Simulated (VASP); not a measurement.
# ErO (Pm-3m) in VASP: further runs, part 2 of 2

VASP 6.6.1.

### 4 Single point, PBEsol+U, collinear spin, ferromagnetic start

This run uses another cell than the first one: it holds 2 atoms, not 4.

INCAR

```
PREC = Accurate
ENCUT = 520
EDIFF = 1E-6
ISMEAR = 0
SIGMA = 0.05
LREAL = F
LASPH = T
NELM = 120
ALGO = Normal
ISIF = 2
LWAVE = F
LCHARG = T
ISPIN = 2
MAGMOM = 3 0
LORBIT = 11
NUPDOWN = 4
LMAXMIX = 6
LDAU = T
LDAUTYPE = 2
LDAUL = 3 -1
LDAUU = 7 0
LDAUJ = 0 0
LDAUPRINT = 1
GGA = PS
LELF = T
LVHAR = T
```

KPOINTS

```
Automatic mesh
0
Gamma
  7 7 7
```

POSCAR

```
ErO
1.0
    2.7442915000      0.0000000000      0.0000000000
    0.0000000000      2.7442915000      0.0000000000
    0.0000000000      0.0000000000      2.7442915000
Er O
1 1
Direct
    0.0000000000      0.0000000000      0.0000000000
    0.5000000000      0.5000000000      0.5000000000
```

Potentials or basis: VASP PAW PBE potentials, release 64 (Er, O).

Started as:

```
> cat potpaw_PBE.64/Er/POTCAR potpaw_PBE.64/O/POTCAR > POTCAR
> mpirun -np 1 vasp_std > vasp.out
```

OUTCAR:

```text
PREC = Accurate
   ENCUT = 520
   EDIFF = 1E-6
   ISMEAR = 0
   LREAL = F
   LASPH = T
   NELM = 120
   ISIF = 2
   ISPIN = 2
   LORBIT = 11
   NUPDOWN = 4
   GGA = PS

 ion  position               nearest neighbor table
   1  0.000  0.000  0.000-   2 2.38   2 2.38   2 2.38   2 2.38   2 2.38   2 2.38   2 2.38   2 2.38

   2  0.500  0.500  0.500-   1 2.38   1 2.38   1 2.38   1 2.38   1 2.38   1 2.38   1 2.38   1 2.38

  LATTYP: Found a simple cubic cell.
 ALAT       =     2.7442915000

  Lattice vectors:

 A1 = (   2.7442915000,   0.0000000000,   0.0000000000)
 A2 = (   0.0000000000,   2.7442915000,   0.0000000000)
 A3 = (   0.0000000000,   0.0000000000,   2.7442915000)

Analysis of symmetry for initial positions (statically):
=====================================================================
 Subroutine PRICEL returns:
 Original cell was already a primitive cell.

 Routine SETGRP: Setting up the symmetry group for a
 simple cubic supercell.

 Subroutine GETGRP returns: Found 48 space group operations
 (whereof 48 operations were pure point group operations)
 out of a pool of 48 trial point group operations.

The static configuration has the point symmetry O_h .

Analysis of symmetry for dynamics (positions and initial velocities):
=====================================================================
 Subroutine PRICEL returns:
 Original cell was already a primitive cell.

 Routine SETGRP: Setting up the symmetry group for a
 simple cubic supercell.

 Subroutine GETGRP returns: Found 48 space group operations
 (whereof 48 operations were pure point group operations)
 out of a pool of 48 trial point group operations.

The dynamic configuration has the point symmetry O_h .

Analysis of structural, dynamic, and magnetic symmetry:
=====================================================================
 Subroutine PRICEL returns:
 Original cell was already a primitive cell.

 Routine SETGRP: Setting up the symmetry group for a
 simple cubic supercell.

 Subroutine GETGRP returns: Found 48 space group operations
 (whereof 48 operations were pure point group operations)
[... 167 lines left out ...]
  o =  0.0056  v =  0.0000  0.0000  0.0000  0.0000  0.0000  0.0000  0.0000  0.0000  0.0000 -0.0000  0.0000 -0.7904 -0.0179 -0.6123      0.0000  0.0000  0.0000  0.0000  0.0000  0.0000  0.0000  0.0000  0.0000  0.0000  0.0000  0.0000  0.0000  0.0000
  o =  0.9947  v =  0.0000  0.0000  0.0000  0.0000  0.0000  0.0000  0.0000  0.0000  0.0000  0.0000 -1.0000 -0.0006  0.0000  0.0008      0.0000  0.0000  0.0000  0.0000  0.0000  0.0000  0.0000  0.0000  0.0000  0.0000  0.0000  0.0000  0.0000  0.0000
  o =  0.9947  v =  0.0000  0.0000  0.0000  0.0000  0.0000  0.0000  0.0000 -0.7906  0.0000 -0.6124 -0.0000  0.0000  0.0000  0.0000      0.0000  0.0000  0.0000  0.0000  0.0000  0.0000  0.0000  0.0000  0.0000  0.0000  0.0000  0.0000  0.0000  0.0000
  o =  0.9947  v =  0.0000  0.0000  0.0000  0.0000  0.0000  0.0000  0.0000  0.0000 -0.0000  0.0000  0.0010 -0.6124  0.0000  0.7906      0.0000  0.0000  0.0000  0.0000  0.0000  0.0000  0.0000  0.0000  0.0000  0.0000  0.0000  0.0000  0.0000  0.0000
  o =  0.9980  v =  0.0000  0.0000 -0.0000  0.0000  0.7906 -0.0003  0.6124  0.0000  0.0000  0.0000  0.0000  0.0000  0.0000  0.0000      0.0000  0.0000  0.0000  0.0000  0.0000  0.0000  0.0000  0.0000  0.0000  0.0000  0.0000  0.0000  0.0000  0.0000
  o =  0.9980  v =  0.6124  0.0000 -0.7906 -0.0000 -0.0000  0.0000 -0.0000  0.0000  0.0000  0.0000  0.0000  0.0000  0.0000  0.0000      0.0000  0.0000  0.0000  0.0000  0.0000  0.0000  0.0000  0.0000  0.0000  0.0000  0.0000  0.0000  0.0000  0.0000
  o =  0.9980  v =  0.0000  0.0000 -0.0000  0.0000 -0.0002 -1.0000 -0.0002  0.0000  0.0000  0.0000  0.0000  0.0000  0.0000  0.0000      0.0000  0.0000  0.0000  0.0000  0.0000  0.0000  0.0000  0.0000  0.0000  0.0000  0.0000  0.0000  0.0000  0.0000
  o =  1.0007  v = -0.7906  0.0000 -0.6124 -0.0000 -0.0000  0.0000 -0.0000  0.0000  0.0000  0.0000  0.0000  0.0000  0.0000  0.0000      0.0000  0.0000  0.0000  0.0000  0.0000  0.0000  0.0000  0.0000  0.0000  0.0000  0.0000  0.0000  0.0000  0.0000
  o =  1.0007  v =  0.0000  0.0000  0.0000  0.0047  0.6124  0.0000 -0.7906  0.0000  0.0000  0.0000  0.0000  0.0000  0.0000  0.0000      0.0000  0.0000  0.0000  0.0000  0.0000  0.0000  0.0000  0.0000  0.0000  0.0000  0.0000  0.0000  0.0000  0.0000
  o =  1.0007  v =  0.0000  0.0000  0.0000 -1.0000  0.0029 -0.0000 -0.0037  0.0000  0.0000  0.0000  0.0000  0.0000  0.0000  0.0000      0.0000  0.0000  0.0000  0.0000  0.0000  0.0000  0.0000  0.0000  0.0000  0.0000  0.0000  0.0000  0.0000  0.0000
  o =  1.0085  v =  0.0000  0.0000  0.0000  0.0000  0.0000  0.0000  0.0000  0.0000  1.0000 -0.0000  0.0000 -0.0000  0.0000  0.0000      0.0000  0.0000  0.0000  0.0000  0.0000  0.0000  0.0000  0.0000  0.0000  0.0000  0.0000  0.0000  0.0000  0.0000
  o =  1.0094  v =  0.0000 -1.0000 -0.0000 -0.0000  0.0000 -0.0000 -0.0000  0.0000  0.0000  0.0000  0.0000  0.0000  0.0000  0.0000      0.0000  0.0000  0.0000  0.0000  0.0000  0.0000  0.0000  0.0000  0.0000  0.0000  0.0000  0.0000  0.0000  0.0000

 number of electron      27.9999950 magnetization       3.9999816

 Free energy of the ion-electron system (eV)
  ---------------------------------------------------
  ext. energy  EPLUGINS =         0.00000000
  ---------------------------------------------------
  free energy    TOTEN  =       -12.95697383 eV

  energy without entropy =      -12.95616039  energy(sigma->0) =      -12.95656711

 E-fermi :   4.1810     XC(G=0): -14.2302

 val. band max:        9.8926449303   @ k =   0.0000   0.0000   0.0000
 cond. band min:       6.1164164597   @ k =   0.0000   0.0000   0.0000
 fundamental gap:     -3.7762284706
 Fermi energy:         9.9109211478

 spin component 1

 k-point     1 :       0.0000    0.0000    0.0000
  band No.  band energies     occupation
      1     -43.9563      1.00000
      2     -16.6836      1.00000
      3     -16.6836      1.00000
      4     -16.6836      1.00000
      5     -13.6127      1.00000
      6      -1.5662      1.00000
[... 436 lines left out ...]
      6      -1.6447      1.00000
[... 12 lines left out ...]
     19      17.2797      0.00000
     20      17.2797      0.00000
 Fermi energy:         4.1810079490

 spin component 2

 k-point     1 :       0.0000    0.0000    0.0000
  band No.  band energies     occupation
      1     -42.3295      1.00000
      2     -15.3215      1.00000
      3     -15.3214      1.00000
      4     -15.3214      1.00000
      5     -13.4890      1.00000
      6       0.9074      1.00000
[... 449 lines left out ...]
     19      18.7691      0.00000
     20      18.7691      0.00000

------------------------ aborting loop because EDIFF is reached ----------------------------------------

  FORCE on cell =-STRESS in cart. coord.  units (eV):
  Direction    XX          YY          ZZ          XY          YZ          ZX
  --------------------------------------------------------------------------------------
  -------------------------------------------------------------------------------------
  Total        6.3445490      6.3445490      6.3445490      0.0000000     -0.0000000     -0.0000000
  in kB      491.8363440    491.8363440    491.8363440      0.0000000     -0.0000000     -0.0000000
  external PRESSURE =     491.8363440 kB  Pullay stress =       0.0000000 kB

 VOLUME and BASIS-vectors are now :
 -----------------------------------------------------------------------------
  energy-cutoff  :      520.00
  volume of cell :       20.67
      direct lattice vectors                 reciprocal lattice vectors
     2.744291500  0.000000000  0.000000000     0.364392777  0.000000000  0.000000000
     0.000000000  2.744291500  0.000000000     0.000000000  0.364392777  0.000000000
     0.000000000  0.000000000  2.744291500     0.000000000  0.000000000  0.364392777

 POSITION                                       TOTAL-FORCE (eV/Angst)
 -----------------------------------------------------------------------------------
      0.00000      0.00000      0.00000         0.000000      0.000000      0.000000
      1.37215      1.37215      1.37215         0.000000      0.000000      0.000000
 -----------------------------------------------------------------------------------
    total drift:                               -0.000000      0.000000      0.000000

  FREE ENERGIE OF THE ION-ELECTRON SYSTEM (eV)
  ---------------------------------------------------
  free  energy   TOTEN  =       -12.9569738284 eV

  energy  without entropy=      -12.9561603942  energy(sigma->0) =      -12.95656711

 total charge

# of ion       s       p       d       f       tot
--------------------------------------------------
    1        2.095   5.822   1.036  11.002  19.955
    2        1.550   3.511   0.000   0.000   5.061
--------------------------------------------------
tot          3.645   9.333   1.036  11.002  25.016

 magnetization (x)

# of ion       s       p       d       f       tot
--------------------------------------------------
    1        0.033   0.014   0.634   2.994   3.676
    2        0.001  -0.015   0.000   0.000  -0.014
--------------------------------------------------
tot          0.034  -0.001   0.634   2.994   3.662
```

Run time: 31 s. Hardware: 1 thread of Intel Xeon 6975P-C (Granite Rapids), shared host; peak memory 0.15 GiB.

Results:

```
Free energy                                           : -12.9570 eV
Pressure                                              : 49.2 GPa
Net moment                                            : 4.00 μB per cell
Site moments                                          : Er +3.68; O -0.01 μB
Valence electrons inside the program's atomic spheres : Er 19.95; O 5.06
```

Eigenvalues of the final occupation matrices:
```csv
site,spin,trace,eigenvalues
site 1 f,1,7.01,1.00 1.00 1.00 1.00 1.00 1.00 1.01
site 1 f,2,4.01,0.01 0.01 0.01 0.99 0.99 0.99 1.01
```

Caveat: the magnetic or orbital state may not be the lowest; a pressure of tens of GPa on the cell as given is suspect, and the run, the potentials or the cell itself is likely at fault; the PAW data sets were made with another functional, which shifts forces and pressure a little; spin-orbit coupling is left out, which moves the levels of the heavy elements; the total moment is fixed, so each spin has its own Fermi level. The state reached can hang on the start; a lower one may exist.

### 5 The runs side by side

```tsv
spin	fixed moment (μB)	k mesh	supercell matrix	gap on the mesh (eV)	pressure (GPa)	moment (μB)
collinear, antiferromagnetic start	-	6 × 6 × 6	[0, 1, 1, 1, 0, 1, 1, 1, 0]	none	36.3	0.00
collinear, random start	-	7 × 7 × 7	-	none	37.8	2.37
collinear, ferromagnetic start	4	7 × 7 × 7	-	-	49.2	4.00
```

Alike in all rows: task single point; level PBEsol+U; potentials or basis VASP PAW PBE potentials, release 64 (Er, O); Er f U = 7 eV; cell as given; cutoff (eV) 520; smearing gaussian 0.05 eV.

Caveats: the magnetic or orbital state may not be the lowest; a pressure of tens of GPa on the cell as given is suspect, and the run, the potentials or the cell itself is likely at fault; the PAW data sets were made with another functional, which shifts forces and pressure a little; spin-orbit coupling is left out, which moves the levels of the heavy elements; the total moment is fixed, so each spin has its own Fermi level (some runs).

Absolute energies hang on the potentials; compare differences alone.
